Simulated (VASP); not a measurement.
# GW on BN (Qingsongite)

Wanted: how far GW moves the Kohn-Sham levels of BN (Qingsongite). The cell is of the zinc-blende type, one of the forms listed for this formula. The start is a cell from a database of measured crystal structures.

Program: VASP 6.6.1. Level of theory: PBE; plane waves and PAW (B_GW, N_GW), in the first sound run; inputs show where later runs differ. Results are calculated unless marked as measured.

## 1. Starting point

It takes space group F-43m (No. 216, cubic). The conventional cell has a = 3.615 Å, b = 3.615 Å, c = 3.615 Å, α = 90.00°, β = 90.00°, γ = 90.00°. Nearest to B lie 4 N at 1.57 Å. Nearest to N lie 4 B at 1.57 Å. Farther neighbours and most contacts between anions are not listed.

Coordinates:

```xyz
2
Lattice="0.0000 1.8075 1.8075 1.8075 0.0000 1.8075 1.8075 1.8075 0.0000" Properties=species:S:1:pos:R:3 pbc="T T T"
B     0.0000    0.0000    0.0000
N     0.9038    0.9038    0.9038
```

## 2. Ground state

The orbitals come from a self-consistent PBE run with a tight EDIFF and a narrow smearing. KPOINTS_OPT adds the bands along a path, which shows whether the mesh holds the band edges.

INCAR reads:

```
SYSTEM = BN
PREC = Accurate
ENCUT = 450
EDIFF = 1E-08
NELM = 100
ISMEAR = 0
SIGMA = 0.01
LREAL = .FALSE.
ALGO = Normal
GGA = PE
NBANDS = 10
LORBIT = 11
LWAVE = .TRUE.
LCHARG = .FALSE.
KPAR = 8
```

POSCAR reads:

```
BN
1.0
    0.0000000000      1.8075000000      1.8075000000
    1.8075000000      0.0000000000      1.8075000000
    1.8075000000      1.8075000000      0.0000000000
B N
1 1
Direct
    0.0000000000      0.0000000000      0.0000000000
    0.2500000000      0.2500000000      0.2500000000
```

KPOINTS reads:

```
Automatic mesh
0
Gamma
8 8 8
0 0 0
```

KPOINTS_OPT reads:

```
Line mode
12
Line-mode
Reciprocal
  0.00000000   0.00000000   0.00000000 GAMMA
  0.50000000   0.00000000   0.50000000 X

  0.50000000   0.00000000   0.50000000 X
  0.50000000   0.25000000   0.75000000 W

  0.50000000   0.25000000   0.75000000 W
  0.37500000   0.37500000   0.75000000 K

  0.37500000   0.37500000   0.75000000 K
  0.00000000   0.00000000   0.00000000 GAMMA

  0.00000000   0.00000000   0.00000000 GAMMA
  0.50000000   0.50000000   0.50000000 L

  0.50000000   0.50000000   0.50000000 L
  0.62500000   0.25000000   0.62500000 U

  0.62500000   0.25000000   0.62500000 U
  0.50000000   0.25000000   0.75000000 W

  0.50000000   0.25000000   0.75000000 W
  0.50000000   0.50000000   0.50000000 L

  0.50000000   0.50000000   0.50000000 L
  0.37500000   0.37500000   0.75000000 K

  0.62500000   0.25000000   0.62500000 U
  0.50000000   0.00000000   0.50000000 X
```

PAW data sets: B_GW and N_GW (PBE family, release 64).

The run is started by

```console
$ mpirun -np 8 vasp_std
```

What it wrote:

```text
[banner, memory and clock lines left out]
running    8 mpi-ranks, on    1 nodes
 distrk:  each k-point on    1 cores,    8 groups
 distr:  one band on    1 cores,    1 groups

 POSCAR found type information on POSCAR B N
 POSCAR found :  2 types and       2 ions
|                                                                             |
|           W    W    AA    RRRRR   N    N  II  N    N   GGGG   !!!           |
|           W    W   A  A   R    R  NN   N  II  NN   N  G    G  !!!           |
|           W    W  A    A  R    R  N N  N  II  N N  N  G       !!!           |
|           W WW W  AAAAAA  RRRRR   N  N N  II  N  N N  G  GGG   !            |
|           WW  WW  A    A  R   R   N   NN  II  N   NN  G    G                |
|           W    W  A    A  R    R  N    N  II  N    N   GGGG   !!!           |
|                                                                             |
|     For optimal performance we recommend to set                             |
|       NCORE = 2 up to number-of-cores-per-socket                            |
|     NCORE specifies how many cores store one orbital (NPAR=cpu/NCORE).      |
|     This setting can greatly improve the performance of VASP for DFT.       |
|     The default, NCORE=1 might be grossly inefficient on modern             |
|     multi-core architectures or massively parallel machines. Do your        |
|     Unfortunately you need to use the default for GW and RPA                |
|     calculations (for HF NCORE is supported but not extensively tested      |
|     yet).                                                                   |
|                                                                             |

 LDA part: xc-table for (Slater+PW92), standard interpolation
 POSCAR, INCAR and KPOINTS ok, starting setup
 FFT: planning ... GRIDC
 FFT: planning ... GRID_SOFT
 FFT: planning ... GRID
 WAVECAR not read
 entering main loop
       N       E                     dE             d eps       ncg     rms          rms(c)
DAV:   1     0.240472994396E+02    0.24047E+02   -0.48013E+03   604   0.793E+02
DAV:   2    -0.174841345367E+02   -0.41531E+02   -0.38799E+02   704   0.231E+02
DAV:   3    -0.183794489161E+02   -0.89531E+00   -0.89339E+00   732   0.294E+01
DAV:   4    -0.183832706787E+02   -0.38218E-02   -0.38195E-02   694   0.198E+00
DAV:   5    -0.183832940523E+02   -0.23374E-04   -0.23373E-04   718   0.151E-01    0.604E+00
DAV:   6    -0.175381292070E+02    0.84516E+00   -0.28546E+00   820   0.142E+01    0.229E+00
DAV:   7    -0.174606414964E+02    0.77488E-01   -0.86852E-02   814   0.307E+00    0.118E+00
DAV:   8    -0.174464863594E+02    0.14155E-01   -0.38517E-02   840   0.197E+00    0.142E-01
DAV:   9    -0.174469016955E+02   -0.41534E-03   -0.10517E-03   650   0.311E-01    0.380E-02
DAV:  10    -0.174469029764E+02   -0.12810E-05   -0.87372E-05   694   0.102E-01    0.935E-03
DAV:  11    -0.174469074588E+02   -0.44824E-05   -0.70625E-06   674   0.258E-02    0.371E-03
DAV:  12    -0.174469073136E+02    0.14523E-06   -0.84899E-07   766   0.958E-03    0.462E-04
DAV:  13    -0.174469073643E+02   -0.50634E-07   -0.27022E-08   676   0.157E-03    0.739E-05
DAV:  14    -0.174469073773E+02   -0.13088E-07   -0.88589E-10   404   0.309E-04    0.308E-05
DAV:  15    -0.174469073762E+02    0.10971E-08   -0.79323E-11   372   0.140E-04
   1 F= -.17446907E+02 E0= -.17446907E+02  d E =-.151051E-66
 Start KPOINTS_OPT (optional k-point list driver)
k-point batch [1-29\120]
       N       E                     dE             ncg
DAV:   1     0.111854749540E+04   -0.94377E+04      580
DAV:   2    -0.862250661748E+02   -0.12048E+04      716
DAV:   3    -0.108381757661E+03   -0.22157E+02      758
DAV:   4    -0.108453212739E+03   -0.71455E-01      664
DAV:   5    -0.108453647301E+03   -0.43456E-03      744
DAV:   6    -0.108453650203E+03   -0.29028E-05      694
DAV:   7    -0.108453650231E+03   -0.27286E-07      754
DAV:   8    -0.108453650231E+03   -0.76354E-09      634
[...]
k-point batch [117-120\120]
       N       E                     dE             ncg
DAV:   1     0.982305372441E+04   -0.15464E+04       80
DAV:   2     0.966050037221E+04   -0.16255E+03      110
DAV:   3     0.965783011204E+04   -0.26703E+01       98
DAV:   4     0.965782072905E+04   -0.93830E-02       90
DAV:   5     0.965782066203E+04   -0.67021E-04      116
DAV:   6     0.965782066182E+04   -0.21512E-06       84
DAV:   7     0.965782066181E+04   -0.23792E-08      118
 writing wavefunctions
```

It took 5.4 s on 8 MPI ranks of AMD EPYC 7R43, shared host; peak memory 0.68 GiB.

Lines that name or quote the potential files are left out of all logs, and their timing lines are given in words.

OUTCAR, selected parts (step 2):

```text
ion  position               nearest neighbor table
   1  0.000  0.000  0.000-   2 1.57   2 1.57   2 1.57   2 1.57
   2  0.250  0.250  0.250-   1 1.57   1 1.57   1 1.57   1 1.57

  LATTYP: Found a face centered cubic cell.
 ALAT       =     3.6150000000

 Subroutine GETGRP returns: Found 24 space group operations
 (whereof 24 operations were pure point group operations)

The static configuration has the point symmetry T_d .

 Found     29 irreducible k-points:

   k-points           NKPTS =     29   k-points in BZ     NKDIM =     29   number of bands    NBANDS=     10

   dimension x,y,z NGX =    18 NGY =   18 NGZ =   18
   dimension x,y,z NGXF=    36 NGYF=   36 NGZF=   36

   ENCUT  =  450.0 eV  33.07 Ry    5.75 a.u.   4.42  4.42  4.42*2*pi/ulx,y,z

   NELECT =       8.0000    total number of electrons

 k-points in reciprocal lattice and weights: Automatic mesh
   0.00000000  0.00000000  0.00000000       0.002
   0.12500000  0.00000000  0.00000000       0.016
   0.25000000  0.00000000  0.00000000       0.016
   0.37500000  0.00000000  0.00000000       0.016
   0.50000000  0.00000000  0.00000000       0.008
   0.12500000  0.12500000  0.00000000       0.012
   0.25000000  0.12500000  0.00000000       0.047
   0.37500000  0.12500000  0.00000000       0.047
   0.50000000  0.12500000  0.00000000       0.047
[...]
-0.37500000  0.50000000  0.12500000       0.023
  -0.25000000  0.50000000  0.25000000       0.012

 average (electrostatic) potential at core
       1 -24.4181       2 -59.3488

 E-fermi :   7.5831

 k-point     1 :       0.0000    0.0000    0.0000
  band No.  band energies     occupation
      1     -12.7713      2.00000
      2       7.4633      2.00000
      3       7.4633      2.00000
      4       7.4633      2.00000
      5      16.2832      0.00000
      6      16.2832      0.00000
      7      16.2832      0.00000
      8      17.8049      0.00000
      9      32.2092      0.00000
    ...

 k-point     2 :       0.1250    0.0000    0.0000
  band No.  band energies     occupation
      1     -12.3931      2.00000
      2       5.5852      2.00000
      3       7.0805      2.00000
      4       7.0805      2.00000
      5      16.6509      0.00000
      6      16.8541      0.00000
      7      16.8541      0.00000
      8      18.9896      0.00000
      9      31.7648      0.00000
    ...

 k-point     3 :       0.2500    0.0000    0.0000
  band No.  band energies     occupation
      1     -11.2935      2.00000
      2       1.9847      2.00000
      3       6.3339      2.00000
      4       6.3339      2.00000
      5      17.1066      0.00000
      6      17.8045      0.00000
      7      17.8045      0.00000
      8      21.0348      0.00000
      9      30.9216      0.00000
    ...

  Total       -0.0477015     -0.0477015     -0.0477015      0.0000000      0.0000000      0.0000000
  in kB       -6.4710996     -6.4710996     -6.4710996      0.0000000      0.0000000      0.0000000
  external PRESSURE =      -6.4710996 kB  Pullay stress =       0.0000000 kB

  energy-cutoff  :      450.00
  volume of cell :       11.81
      direct lattice vectors                 reciprocal lattice vectors
     0.000000000  1.807500000  1.807500000    -0.276625173  0.276625173  0.276625173
     1.807500000  0.000000000  1.807500000     0.276625173 -0.276625173  0.276625173
     1.807500000  1.807500000  0.000000000     0.276625173  0.276625173 -0.276625173

 POSITION                                       TOTAL-FORCE (eV/Angst)
 -----------------------------------------------------------------------------------
      0.00000      0.00000      0.00000         0.000000      0.000000      0.000000
      0.90375      0.90375      0.90375        -0.000000     -0.000000     -0.000000
 -----------------------------------------------------------------------------------
    total drift:                                0.000001      0.000001      0.000001

  FREE ENERGIE OF THE ION-ELECTRON SYSTEM (eV)
  ---------------------------------------------------
  free  energy   TOTEN  =       -17.4469073762 eV

  energy  without entropy=      -17.4469073762  energy(sigma->0) =      -17.44690738

 total charge
# of ion       s       p       d       tot
------------------------------------------
    1        0.641   1.257   0.000   1.898
    2        1.177   2.687   0.000   3.864
--------------------------------------------------
tot          1.819   3.944   0.000   5.762

[... 3 further parts left out ...]
```

Numbers from this step:

```yaml
free_energy_toten: -17.45 eV
fermi_energy: 7.583 eV
pressure: -0.6471 GPa
least_gap_on_mesh_and_path: 4.460 eV
least_direct_gap_on_mesh_and_path: 8.820 eV
```

The highest empty bands on the path are converged less tightly, to about 0.1 eV. The electronic bands at the labelled points (eV, zero at the valence-band top; v1 is the highest filled band, c1 the lowest empty one):

```csv
point,v3,v2,v1,c1,c2,c3,c4
Γ,0.00,0.00,0.00,8.82,8.82,8.82,10.34
0.55 of the way,-4.54,-3.32,-3.32,6.50,11.21,14.04,14.04
X,-8.92,-4.91,-4.91,4.46,9.23,17.93,17.93
0.55 of the way,-8.43,-5.88,-5.84,6.85,11.18,15.95,17.30
W,-7.59,-6.96,-6.51,9.60,13.31,14.51,14.65
0.55 of the way,-7.98,-7.47,-4.94,7.99,13.05,14.73,16.53
K,-8.13,-7.66,-4.07,6.91,12.87,15.83,16.69
0.55 of the way,-5.14,-3.43,-0.90,10.38,10.58,10.93,13.34
Γ,0.00,0.00,0.00,8.82,8.82,8.82,10.34
0.55 of the way,-6.15,-1.26,-1.26,9.72,10.46,10.46,13.88
L,-10.69,-1.94,-1.94,10.14,10.71,10.71,15.26
0.55 of the way,-9.80,-4.82,-2.99,8.67,13.04,13.09,15.56
U,-8.13,-7.66,-4.07,6.91,12.87,15.83,16.69
0.55 of the way,-7.92,-7.39,-5.25,8.37,13.13,14.47,16.28
W,-7.59,-6.96,-6.51,9.60,13.31,14.51,14.65
0.55 of the way,-9.87,-4.46,-3.20,9.66,11.04,13.93,15.72
L,-10.69,-1.94,-1.94,10.14,10.71,10.71,15.26
0.45 of the way,-10.07,-4.09,-2.73,9.10,12.34,12.46,15.63
K,-8.13,-7.66,-4.07,6.91,12.87,15.83,16.69
jump to U,-8.13,-7.66,-4.07,6.91,12.87,15.83,16.69
0.45 of the way,-8.67,-6.13,-4.65,5.55,10.36,17.23,17.49
X,-8.92,-4.91,-4.91,4.46,9.23,17.93,17.93
```

Of the projections kept (B, N), the largest for each band there; the rest of the weight can lie on other orbitals:

```csv
point,v3,v2,v1,c1,c2,c3,c4
Γ,N 0.86,N 0.86,N 0.86,B 0.93,B 0.93,B 0.93,N 0.74
X,N 0.54,N 0.62,N 0.62,B 0.56,B 0.91,B 0.57,B 0.57
W,B 0.51,N 0.66,N 0.54,N 0.87,B 0.74,B 1.00,B 0.52
K,N 0.51,N 0.59,N 0.64,B 0.56,B 0.59,B 0.61,B 0.63
Γ,N 0.86,N 0.86,N 0.86,B 0.93,B 0.93,B 0.93,N 0.74
L,B 0.50,N 0.72,N 0.72,B 0.60,B 0.79,B 0.79,N 0.79
```

The electronic bands as a text plot (rows in eV, shown from -8.0 to 10.3 only):

```
   10.0 | +    +   +        +  ++ +  +++++++      +  ++ ++     +
    9.2 |+      +++  ++    +   +++++++      +    + ++     +     +
    8.4 |++            +  +                  +             +
    7.7 |  ++       +                         + +           +
    6.9 |               ++                     +             +
    6.1 |    ++                                               +
    5.4 |      +   +                                           +
    4.6 |       +++                                             +
    3.8 |
    3.1 |
    2.3 |
    1.6 |
    0.8 |
    0.0 |*                     *****
   -0.7 | *                   * ** ***
   -1.5 |  *                 * **     ***
   -2.3 |   *              **  *    *    ***           ****
   -3.0 |    *            *                ***       **    *
   -3.8 |     *          *    *      *      * **      *   * **
   -4.6 |    * ***      *    *                  *   **     *  ***
   -5.3 |     *   **   *    * *              *     *            *
   -6.1 |           * *    * *        *          *  *       *  *
   -6.9 |      *     **   *                   *  ***          *
   -7.6 |       *    *****  *          *       ****          *
         Γ       X    W  K        Γ      L     U  W     L   K|U X
```

The cell has a gap of 4.46 eV on mesh and path.

## 3. Empty bands

ALGO = Exact makes the empty bands from the converged ground state in one step. LOPTICS writes the k-derivatives of the orbitals (WAVEDER), which give the long-wavelength limit of the screening.

INCAR reads:

```
SYSTEM = BN
PREC = Accurate
ENCUT = 450
ISMEAR = 0
SIGMA = 0.01
LREAL = .FALSE.
GGA = PE
NBANDS = 32
ALGO = Exact
NELM = 1
LWAVE = .TRUE.
LCHARG = .FALSE.
LOPTICS = .TRUE.
NEDOS = 1000
CSHIFT = 0.1
```

POSCAR is that of step 2.

KPOINTS is that of step 2.

The run is started by

```console
$ mpirun -np 8 vasp_std
```

What it wrote:

```text
[banner, memory and clock lines left out]
running    8 mpi-ranks, on    1 nodes
 distrk:  each k-point on    8 cores,    1 groups
 distr:  one band on    1 cores,    8 groups

 POSCAR found type information on POSCAR B N
 POSCAR found :  2 types and       2 ions
 [... a notice as in an earlier step ...]

 LDA part: xc-table for (Slater+PW92), standard interpolation
 found WAVECAR, reading the header
  number of bands has changed, file:    10 present:    32
  trying to continue reading WAVECAR, but it might fail
 POSCAR, INCAR and KPOINTS ok, starting setup
 FFT: planning ... GRIDC
 FFT: planning ... GRID_SOFT
 FFT: planning ... GRID
 reading WAVECAR
 random initialization beyond band           10
 the WAVECAR file was read successfully
 initial charge from wavefunction
 entering main loop
       N       E                     dE             d eps       ncg     rms          rms(c)
DIA:   1    -0.174469073757E+02   -0.17447E+02    0.00000E+00     0   0.000E+00
   1 F= -.17446907E+02 E0= -.17446907E+02  d E =-.185288E-19
 writing wavefunctions
 optical routines
 imaginary and real dielectric function
 recalculating local potential from charge density
 direction            1
 direction            2
 direction            3
```

Elapsed: 3.8 s, on 8 MPI ranks; peak memory 0.6 GiB; 22 s of CPU time.

OUTCAR, selected parts (step 3):

```text
The static configuration has the point symmetry T_d .

 Found     29 irreducible k-points:

   k-points           NKPTS =     29   k-points in BZ     NKDIM =     29   number of bands    NBANDS=     32

   NELECT =       8.0000    total number of electrons

 E-fermi :   7.5225

 k-point     3 :       0.2500    0.0000    0.0000
  band No.  band energies     occupation
      1     -11.2935      2.00000
      2       1.9847      2.00000
      3       6.3339      2.00000
      4       6.3339      2.00000
      5      17.1066      0.00000
      6      17.8045      0.00000
      7      17.8045      0.00000
      8      21.0348      0.00000
      9      30.9167      0.00000
    ...

  Total       -0.0476874     -0.0476874     -0.0476874      0.0000000      0.0000000      0.0000000
  in kB       -6.4691816     -6.4691816     -6.4691816      0.0000000      0.0000000      0.0000000
  external PRESSURE =      -6.4691816 kB  Pullay stress =       0.0000000 kB

 POSITION                                       TOTAL-FORCE (eV/Angst)
 -----------------------------------------------------------------------------------
      0.00000      0.00000      0.00000        -0.000000     -0.000000     -0.000000
      0.90375      0.90375      0.90375         0.000000      0.000000      0.000000
 -----------------------------------------------------------------------------------
    total drift:                                0.000001      0.000001      0.000001

  FREE ENERGIE OF THE ION-ELECTRON SYSTEM (eV)
  ---------------------------------------------------
  free  energy   TOTEN  =       -17.4469073757 eV

  energy  without entropy=      -17.4469073757  energy(sigma->0) =      -17.44690738

 plasma frequency squared (from intraband transitions) (eV^2)
  --------------------------------------------------------------------------------------
       0.000      -0.000       0.000
       0.000       0.000       0.000
      -0.000       0.000       0.000

[... 13 parts as in an earlier step ...]
```

The gap is read on the k-mesh alone, so it is an upper bound where the band edges lie off the mesh.

A gap read on the k-mesh alone can miss the band edges.

This step gave:

- gap on the k-mesh: 4.460 eV
- least direct gap on the k-mesh: 8.820 eV

WAVECAR now holds 32 bands for 8 electrons. Its independent-particle dielectric tensor has xx, yy, zz = 4.7, 4.7, 4.7 on this mesh, which isn't tested for convergence in mesh or bands and lacks local fields.

(Part 1 of 3 ends here.)

[Lines on the potential files, build, host, timing and source positions are cut from VASP's logs without a mark.]

[Logs are printed without paths, hosts, clocks, repeated set-up lines and the standing remarks that a program may print on its own settings, such as how far it seeks lower states.]

[Hosts, paths, dates, database ids (printed as entryN), source tags and the programs' standing remarks are cut or masked in the printed files.]

[Pressures printed for these runs are not shown converged in the cutoff: they can be off by several GPa and have the wrong sign.]
